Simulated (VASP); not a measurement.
## Cd3SbP with LDA: from relaxation to properties

Aim: relax Cd3SbP, then compute properties on the relaxed cell. The steps: rough relaxation of the start cell, relaxing cell and atoms (LDA), second relaxation, density, ELF and potential (LDA), band structure (LDA), density of states (LDA), bands along the symmetry lines (LDA + SOC) and total and projected DOS (LDA) with a changed input. The cell is invented: it takes the structure of a Materials Project entry for Ca3SbP (space group 221 there), with some of its atoms replaced by other elements, volume scaled by an estimate. It may not be a known or stable phase.

Program: VASP 6.6.1. Level of theory: LDA; plane waves and PAW (Sb, Cd, P), in the first sound run; inputs show where later runs differ. Results are calculated unless marked as measured.

Report form: the programs' logs are mostly left out.

## 1. Set-up

Before any relaxation, the start is as follows. The structure is cubic, space group Pm-3m (No. 221). The conventional cell has a = 5.383 Å, b = 5.383 Å, c = 5.383 Å, α = 90.00°, β = 90.00°, γ = 90.00°. Nearest to Sb lie 12 Cd at 3.81 Å. Nearest to Cd lie 2 P at 2.69 Å. P has 6 Cd at 2.69 Å nearest. It derives from Ca3SbP. It takes the structure of a Materials Project entry for Ca3SbP (space group 221 there), with some of its atoms replaced by other elements, volume scaled by an estimate. Farther neighbours are not listed.

## 2. Rough relaxation of the start cell

The start is only an estimate, so a cheap relaxation brings it near a minimum before any careful run. LDA, the lowest rung, knows the local density alone.

Input file INCAR:

```
SYSTEM = Cd3SbP
PREC = Normal
ENCUT = 400
EDIFF = 1E-05
NELM = 60
ISMEAR = 0
SIGMA = 0.05
LREAL = .FALSE.
ALGO = Fast
GGA = CA
NBANDS = 29
LORBIT = 11
LWAVE = .FALSE.
LCHARG = .FALSE.
KPAR = 2
IBRION = 2
NSW = 40
ISIF = 3
EDIFFG = -0.04
```

Input file POSCAR:

```
Cd3SbP
1.0
    5.3827050000      0.0000000000      0.0000000000
    0.0000000000      5.3827050000      0.0000000000
    0.0000000000      0.0000000000      5.3827050000
Sb Cd P
1 3 1
Direct
    0.0000000000      0.0000000000      0.0000000000
    0.0000000000      0.5000000000      0.5000000000
    0.5000000000      0.0000000000      0.5000000000
    0.5000000000      0.5000000000      0.0000000000
    0.5000000000      0.5000000000      0.5000000000
```

Input file KPOINTS:

```
Automatic mesh
0
Gamma
3 3 3
0 0 0
```

PAW data sets: Sb, Cd and P (LDA family, release 64).

Launch:

```console
mpirun -np 2 vasp_std
```

Wall time 7 s (2 MPI ranks of Intel Xeon Platinum 8488C (Sapphire Rapids), shared host); peak memory 0.28 GiB; 13 s of CPU time.

The k-mesh is coarse for a metal. This relaxation is a rough one on cheap settings, only to bring the start near its minimum. After so large a change of volume the plane waves of the start cell no longer fit, so the final stress carries a basis-set error. The run keeps the 48 symmetry operations of its start, so it cannot find a distortion of lower symmetry.

Step by step:

| step | energy less that of the first step (eV) | largest force (eV/Å) | pressure (GPa) | volume (Å³) |
| --- | --- | --- | --- | --- |
| 1 | 0.0000 | 0.0000 | -7.87 | 155.96 |
| 2 | -1.0062 | 0.0000 | -0.87 | 123.85 |
| 3 | -1.0106 | 0.0000 | 0.19 | 121.72 |

| conventional cell, symmetrised | before | after | change |
| --- | --- | --- | --- |
| a (Å) | 5.383 | 4.956 | -7.9 % |
| b (Å) | 5.383 | 4.956 | -7.9 % |
| c (Å) | 5.383 | 4.956 | -7.9 % |
| volume (Å³/atom) | 31.19 | 24.34 | -21.9 % |

Final coordinates:

```
Sb Cd P
1.0
     4.95595    0.00000    0.00000
     0.00000    4.95595    0.00000
     0.00000    0.00000    4.95595
Sb Cd P
1 3 1
Cartesian
  0.0000 0.0000 0.0000
  0.0000 2.4780 2.4780
  2.4780 0.0000 2.4780
  2.4780 2.4780 0.0000
  2.4780 2.4780 2.4780
```

Numbers from this step:

- electrons: 46
- bands: 29
- irreducible k-points: 4
- symmetry operations: 48
- free energy (TOTEN): -13.68 eV
- energy at zero smearing: -13.67 eV
- Fermi energy: 3.462 eV
- pressure: 0.1891 GPa
- metallic, judged on the points sampled: yes
- SCF cycles over all ionic steps: 29

It ends with forces that vanish by symmetry and a pressure of 0.19 GPa.

## 3. Relaxing cell and atoms (LDA)

Properties are meant for the cell that this level of theory prefers, so cell and atoms are relaxed first (ISIF = 3) until forces and stress are small; EDIFFG sets the threshold.

Input file INCAR:

```
SYSTEM = Cd3SbP
PREC = Accurate
ENCUT = 400
EDIFF = 1E-06
NELM = 100
ISMEAR = 0
SIGMA = 0.05
LREAL = .FALSE.
ALGO = Normal
GGA = CA
NBANDS = 29
LORBIT = 11
LWAVE = .FALSE.
LCHARG = .FALSE.
KPAR = 2
IBRION = 2
NSW = 60
ISIF = 3
EDIFFG = -0.01
```

Edit POSCAR of step 2 so:

```diff
@@ -2,5 +2,5 @@
 1.0
-    5.3827050000      0.0000000000      0.0000000000
-    0.0000000000      5.3827050000      0.0000000000
-    0.0000000000      0.0000000000      5.3827050000
+    4.9559452134      0.0000000000      0.0000000000
+    0.0000000000      4.9559452134      0.0000000000
+    0.0000000000      0.0000000000      4.9559452134
 Sb Cd P
```

Input file KPOINTS:

```
Automatic mesh
0
Gamma
6 6 6
0 0 0
```

Launch:

```console
mpirun -np 2 vasp_std
```

Elapsed: 23 s, on 2 MPI ranks; peak memory 0.35 GiB.

Relaxation path:

| step | energy less that of the first step (eV) | largest force (eV/Å) | pressure (GPa) | volume (Å³) |
| --- | --- | --- | --- | --- |
| 1 | 0.0000 | 0.0000 | -0.63 | 121.72 |
| 2 | -0.0022 | 0.0000 | 0.22 | 120.05 |
| 3 | -0.0025 | 0.0000 | -0.01 | 120.46 |

| conventional cell, symmetrised | before | after | change |
| --- | --- | --- | --- |
| a (Å) | 4.956 | 4.939 | -0.3 % |
| b (Å) | 4.956 | 4.939 | -0.3 % |
| c (Å) | 4.956 | 4.939 | -0.3 % |
| volume (Å³/atom) | 24.34 | 24.09 | -1.0 % |

The relaxed structure:

```xyz
5
Lattice="4.9387 0.0000 0.0000 0.0000 4.9387 0.0000 0.0000 0.0000 4.9387" Properties=species:S:1:pos:R:3 pbc="T T T"
Sb    0.0000    0.0000    0.0000
Cd    0.0000    2.4694    2.4694
Cd    2.4694    0.0000    2.4694
Cd    2.4694    2.4694    0.0000
P     2.4694    2.4694    2.4694
```

Numbers from this step:

| Property | Result |
| --- | --- |
| irreducible k-points | 20 |
| free energy (TOTEN) | -13.53 eV |
| energy at zero smearing | -13.53 eV |
| Fermi energy | 3.619 eV |
| pressure | -0.01499 GPa |
| SCF cycles over all ionic steps | 27 |

It ends with forces that vanish by symmetry and a pressure of -0.01 GPa.

## 4. Second relaxation

A relaxation keeps the plane waves of the cell it began with, so it is repeated from the new cell, on a basis made for it.

INCAR is that of step 3.

Edit POSCAR of step 3 so:

```diff
@@ -2,5 +2,5 @@
 1.0
-    4.9559452134      0.0000000000      0.0000000000
-    0.0000000000      4.9559452134      0.0000000000
-    0.0000000000      0.0000000000      4.9559452134
+    4.9387338245      0.0000000000      0.0000000000
+    0.0000000000      4.9387338245      0.0000000000
+    0.0000000000      0.0000000000      4.9387338245
 Sb Cd P
```

KPOINTS is that of step 3.

Launch:

```console
mpirun -np 2 vasp_std
```

The job ended after 11 s (2 MPI ranks; peak memory 0.35 GiB).

Little changed from the start: no atom moved by 0.005 Å and no cell edge by 0.1 %.

Numbers from this step:

| Property | Result |
| --- | --- |
| pressure | -0.009697 GPa |
| SCF cycles over all ionic steps | 14 |

It ends with forces that vanish by symmetry and a pressure of -0.01 GPa. The volume moved by under 0.01 %: the run met its threshold at the first step.

## 5. Density, ELF and potential (LDA)

A single point on the relaxed cell gives a clean self-consistent state, with density, ELF and potential written out.

Edit INCAR of step 4 so:

```diff
@@ -13,7 +13,5 @@
 LWAVE = .FALSE.
-LCHARG = .FALSE.
-KPAR = 2
-IBRION = 2
-NSW = 60
-ISIF = 3
-EDIFFG = -0.01
+LCHARG = .TRUE.
+ISIF = 2
+LELF = .TRUE.
+LVHAR = .TRUE.
```

POSCAR is that of step 4.

KPOINTS is that of step 4.

Launch:

```console
mpirun -np 2 vasp_std
```

It took 12 s on 2 MPI ranks; peak memory 0.3 GiB; 22 s of CPU time.

Numbers from this step:

```yaml
scf_cycles: 13
bands: 30
pressure: -0.02258 GPa
```

Valence electrons inside each PAW sphere by angular momentum. Sphere charges, by row:

| atom | s (e) | p (e) | d (e) | tot (e) |
| --- | --- | --- | --- | --- |
| Sb1 | 1.199 | 1.17 | 0.011 | 2.38 |
| Cd2 | 0.525 | 0.281 | 9.517 | 10.32 |
| Cd3 | 0.525 | 0.281 | 9.517 | 10.32 |
| Cd4 | 0.525 | 0.281 | 9.517 | 10.32 |
| P5 | 1.064 | 1.497 | 0 | 2.561 |

Electrostatic potential energy in the ac plane at fractional y = 0.500, with atoms of Cd and P within 0.2 Å of it. With pseudopotentials it is smooth inside the atoms' cores, unlike the true potential.

Ten even steps from '0' (-67 eV) to '9' (4 eV), each cell a mean:
```
99998777778999
99998777789999
99999888899999
89999988899998
78899866789987
77788510278877
77788300068877
77788400168877
77899743589877
88999988899988
99999988899999
99999877789999
99998777789999
99998777778999
```
Columns run along a (4.9 Å; values clipped at the 3rd and 97th percentile), rows up along c (4.9 Å). Atoms in or near the plane, at fractional coordinates: Cd at (0.00, 0.50), Cd at (0.50, 0.00), P at (0.50, 0.50).

ELF in the ac plane at fractional y = 0.500, with atoms of Cd and P within 0.2 Å of it. It is the smooth field of the valence electrons, not physical close to the nuclei.

Ten even steps from '_' (0.01) to '@' (0.81), each cell a mean:
```
........--::______--::......
........::--::..::::::......
........::::------::........
::::..::--++******==::..::::
----::--**@@@@@@@@%%==::::--
__..::--%%@@%%##%%@@**--::__
____::--@@@@++--##@@**--..__
____::--%%@@**++%%@@**--::__
..::::--##@@@@@@@@@@++::--::
--::::::++##%%@@%%**--::::--
::......::----------::......
........::::::::::::........
........::::____..--::......
......::--..______--::......
```
Columns run along a (4.9 Å), rows up along c (4.9 Å). Atoms in or near the plane, at fractional coordinates: Cd at (0.00, 0.50), Cd at (0.50, 0.00), P at (0.50, 0.50).

Valence density in the ac plane at fractional y = 0.500, with atoms of Cd and P within 0.2 Å of it. It is the smooth field of the valence electrons, not physical close to the nuclei.

Ten even steps from '0' (0.0 e/Å³) to '9' (8.3 e/Å³), each cell a mean:
```
00000268410000
00000123200000
00000000000000
00000000000000
11000000000001
63100000000024
95100000000038
84100000000026
32000000000012
00000000000000
00000000000000
00000011100000
00000245310000
00000389610000
```
Columns run along a (4.9 Å), rows up along c (4.9 Å). Atoms in or near the plane, at fractional coordinates: Cd at (0.00, 0.50), Cd at (0.50, 0.00), P at (0.50, 0.50).

In this run the pressure is -0.02 GPa, small enough to go on; single stress components reach 0.02 GPa.

## 6. Band structure (LDA)

Levels along the symmetry lines show where the bands peak and cross; KPOINTS_OPT computes them in the converged potential.

Input file INCAR:

```
SYSTEM = Cd3SbP
PREC = Accurate
ENCUT = 400
EDIFF = 1E-06
NELM = 100
ISMEAR = 0
SIGMA = 0.05
LREAL = .FALSE.
ALGO = Normal
GGA = CA
NBANDS = 38
LORBIT = 11
LWAVE = .FALSE.
LCHARG = .FALSE.
KPAR = 2
```

POSCAR is that of step 5.

KPOINTS is that of step 5.

Input file KPOINTS_OPT:

```
Line mode
16
Line-mode
Reciprocal
  0.00000000   0.00000000   0.00000000 GAMMA
  0.00000000   0.50000000   0.00000000 X

  0.00000000   0.50000000   0.00000000 X
  0.50000000   0.50000000   0.00000000 M

  0.50000000   0.50000000   0.00000000 M
  0.00000000   0.00000000   0.00000000 GAMMA

  0.00000000   0.00000000   0.00000000 GAMMA
  0.50000000   0.50000000   0.50000000 R

  0.50000000   0.50000000   0.50000000 R
  0.00000000   0.50000000   0.00000000 X

  0.50000000   0.50000000   0.00000000 M
  0.50000000   0.50000000   0.50000000 R
```

Launch:

```console
mpirun -np 2 vasp_std
```

The job ended after 47 s (2 MPI ranks; peak memory 0.43 GiB; 92 s of CPU time).

Spin-orbit coupling is off here; it can split and shift levels that hold much weight on Sb and Cd by tenths of an eV or more.

Numbers from this step:

| Quantity | Value |
| --- | --- |
| bands | 38 |
| pressure | -0.01796 GPa |

Electronic bands along the path, in eV, zero at the Fermi level; # counts the bands kept in this run:

| point | #17 | #18 | #19 | #20 | #21 | #22 | #23 | #24 |
| --- | --- | --- | --- | --- | --- | --- | --- | --- |
| Γ | -4.11 | -0.96 | -0.96 | -0.16 | -0.16 | -0.16 | 0.20 | 5.17 |
| 0.53 of the way | -3.73 | -2.06 | -0.75 | -0.28 | -0.28 | 1.31 | 2.49 | 3.39 |
| X | -3.36 | -2.72 | -0.52 | -0.51 | -0.51 | 2.51 | 3.56 | 4.12 |
| 0.53 of the way | -3.07 | -1.50 | -0.58 | -0.12 | 0.47 | 2.05 | 2.57 | 3.13 |
| M | -2.80 | -1.01 | 0.00 | 0.00 | 0.36 | 0.69 | 2.46 | 2.46 |
| 0.53 of the way | -3.53 | -1.86 | -0.23 | -0.18 | 0.28 | 1.43 | 1.77 | 3.46 |
| Γ | -4.11 | -0.96 | -0.96 | -0.16 | -0.16 | -0.16 | 0.20 | 5.17 |
| 0.53 of the way | -4.40 | -1.11 | -1.11 | -0.14 | 1.62 | 1.62 | 1.86 | 3.65 |
| R | -4.23 | -2.79 | -2.79 | -2.79 | 4.60 | 4.60 | 4.60 | 5.09 |
| 0.53 of the way | -3.90 | -1.81 | -0.70 | 0.11 | 1.20 | 1.26 | 2.07 | 4.17 |
| X | -3.36 | -2.72 | -0.52 | -0.51 | -0.51 | 2.51 | 3.56 | 4.12 |
| jump to M | -2.80 | -1.01 | 0.00 | 0.00 | 0.36 | 0.69 | 2.46 | 2.46 |
| 0.47 of the way | -3.76 | -1.68 | -1.33 | -1.33 | 1.13 | 3.21 | 3.43 | 3.43 |
| R | -4.23 | -2.79 | -2.79 | -2.79 | 4.60 | 4.60 | 4.60 | 5.09 |

Of the projections kept (Sb, Cd, P), the largest for each band there, as a share of the weight inside these atoms' spheres; weight between the spheres isn't counted:

| point | #17 | #18 | #19 | #20 | #21 | #22 | #23 | #24 |
| --- | --- | --- | --- | --- | --- | --- | --- | --- |
| Γ | P 0.58 | Cd 0.99 | Cd 0.99 | Sb 0.68 | Sb 0.68 | Sb 0.68 | Cd 0.47 | Cd 1.00 |
| X | P 0.58 | Cd 0.49 | Cd 1.00 | Sb 0.74 | Sb 0.74 | Cd 0.87 | Sb 0.48 | P 0.55 |
| M | P 0.57 | Cd 0.82 | Sb 0.46 | Sb 0.46 | Sb 0.88 | Cd 0.65 | Cd 0.92 | Cd 0.92 |
| Γ | P 0.58 | Cd 0.99 | Cd 0.99 | Sb 0.68 | Sb 0.68 | Sb 0.68 | Cd 0.47 | Cd 1.00 |
| R | Cd 0.80 | Sb 0.59 | Sb 0.59 | Sb 0.59 | P 0.57 | P 0.57 | P 0.57 | Sb 0.68 |
| X | P 0.58 | Cd 0.49 | Cd 1.00 | Sb 0.74 | Sb 0.74 | Cd 0.87 | Sb 0.48 | P 0.55 |

There is no gap at this level.

## 7. Density of states (LDA)

A density of states needs more k-points than a total energy, and tetrahedra (ISMEAR = -5) or a smearing that fits the mesh; LORBIT projects the states on the PAW spheres. The mesh is finer than in the run before.

Edit INCAR of step 6 so:

```diff
@@ -5,3 +5,3 @@
 NELM = 100
-ISMEAR = 0
+ISMEAR = -5
 SIGMA = 0.05
@@ -15 +15,2 @@
 KPAR = 2
+NEDOS = 2001
```

POSCAR is that of step 6.

Input file KPOINTS:

```
Automatic mesh
0
Gamma
8 8 8
0 0 0
```

Launch:

```console
mpirun -np 2 vasp_std
```

Elapsed: 26 s, on 2 MPI ranks; peak memory 0.41 GiB; 50 s of CPU time.

With tetrahedra the forces and stress of a metal are not exact derivatives of the energy.

This step gave:

| Item | Value |
| --- | --- |
| SCF cycles | 15 |
| irreducible k-points | 35 |
| free energy (TOTEN) | -13.58 eV |
| Fermi energy | 3.574 eV |
| pressure | 0.04606 GPa |
| DOS at the Fermi level, one point of the energy grid | 4.365 states/eV/cell |

The density of states has structure finer than the step of the table below, so its rows give means over 1 eV, whole bins alone (the curve runs from -12.0 to 6.13 eV). Peaks (eV: height): total -9.1: 27.0, -8.7: 41.7, -8.5: 56.7; Cd s -4.7: 1.32, -4.1: 0.459, -0.5: 0.409, 0.5: 0.501; P p -9.5: 0.388, -4.7: 0.671, -3.7: 0.656, -0.5: 0.355; Sb p -1.3: 0.471, -0.5: 0.718, -0.2: 1.31, 5.0: 0.319; Cd p 3.3: 0.696, 3.8: 0.691, 5.0: 0.539, 5.9: 0.779.

States under -12.0 eV and over 6.1 eV are left out. Density of states against energy, zero at the Fermi level; means over each step; 7 of 8 lines; values in states/eV/cell:

| energy (eV) | total | Cd s | P p | Sb p | Cd p | Cd d | Sb s |
| --- | --- | --- | --- | --- | --- | --- | --- |
| -11 | 0.0625 | 0.00110 | 2.1e-4 | 0 | 0.00387 | 0.00668 | 0 |
| -10 | 0.951 | 0.0174 | 0.0478 | 0 | 0.00132 | 0.762 | 8.1e-5 |
| -9 | 21.9 | 0.0725 | 0.128 | 0.00786 | 0.0357 | 19.1 | 0.486 |
| -8 | 8.81 | 0.0490 | 0.0182 | 0.00764 | 0.0403 | 7.33 | 0.432 |
| -7 | 0.495 | 0.00803 | 0.00657 | 0.00118 | 0.00902 | 0.219 | 0.107 |
| -6 | 0.00223 | 4.5e-5 | 1.8e-5 | 0 | 1.5e-5 | 0.00102 | 4.8e-4 |
| -5 | 2.49 | 0.506 | 0.256 | 0.0730 | 0.0802 | 0.276 | 0.0679 |
| -4 | 2.81 | 0.381 | 0.501 | 0.0391 | 0.211 | 0.220 | 0.0910 |
| -3 | 0.744 | 0.0434 | 0.185 | 0.00656 | 0.0873 | 0.0582 | 9.3e-4 |
| -2 | 1.17 | 0.0765 | 0.0454 | 0.164 | 0.0737 | 0.0629 | 0.00596 |
| -1 | 2.60 | 0.189 | 0.162 | 0.401 | 0.153 | 0.135 | 0.0108 |
| 0 | 3.40 | 0.391 | 0.207 | 0.636 | 0.150 | 0.132 | 0.00687 |
| 1 | 1.02 | 0.223 | 0.0665 | 0.0648 | 0.0832 | 0.0246 | 0.00710 |
| 2 | 2.34 | 0.274 | 0.123 | 0.133 | 0.287 | 0.0733 | 0.0627 |
| 3 | 2.54 | 0.152 | 0.155 | 0.139 | 0.361 | 0.104 | 0.0298 |
| 4 | 3.08 | 0.167 | 0.122 | 0.236 | 0.495 | 0.101 | 0.0202 |
| 5 | 2.98 | 0.172 | 0.170 | 0.277 | 0.457 | 0.112 | 0.0191 |

The finer mesh and the other smearing move the Fermi level by -0.04 eV from the 6×6×6 run, a small shift, which tests the Fermi level alone. Of the states within 0.3 eV of the Fermi level, the largest shares in the PAW spheres are Sb p 21 %, Cd s 10 % and P p 6 %. The rest lies in smaller channels or between the spheres.

(Part 1 of 2 ends here.)

[Lines on the potential files, build, host, timing and source positions are cut from VASP's logs without a mark.]

[Logs are printed without paths, hosts, clocks, repeated set-up lines and the standing remarks that a program may print on its own settings, such as how far it seeks lower states.]

[Hosts, paths, dates, database ids (printed as entryN), source tags and the programs' standing remarks are cut or masked in the printed files.]

[A measured line is paired with the nearest computed mode of its activity, which favours agreement.]

[In band tables of VASP the shares of atoms and orbitals are scaled to a sum of 1 inside the atoms' spheres.]
